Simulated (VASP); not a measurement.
Shape and ions are relaxed at each volume.

Energy against volume of Ti (hcp). The numbers are results of RPBE GGA, VASP's PBE PAW potentials (set 64) (plane waves; VASP), not measurements.

| V (Å³/atom) | E (eV/atom) |
|---|---|
| 16.774 | -7.41645 |
| 17.309 | -7.43436 |
| 17.845 | -7.44006 |
| 18.380 | -7.43517 |
| 18.916 | -7.42110 |

Task: Fit a third-order Birch-Murnaghan equation of state.

Result: 
```
Item                                             Result
---------------------------------------  --------------
volume per atom                          17.85 Å^3/atom
bulk modulus                                    105 GPa
pressure derivative of the bulk modulus            3.72
```

Measured: bulk modulus 108 GPa at 0 K (computed value off by -2.8 %), as given by Vázquez-Parga, Fernández-Martínez, Viñes, J. Chem. Theory Comput. (2023), doi:10.1021/acs.jctc.3c00612, Supporting … [zero-point energy and finite temperature contributions removed].

The compound is Ti in the hcp structure. It was relaxed first.
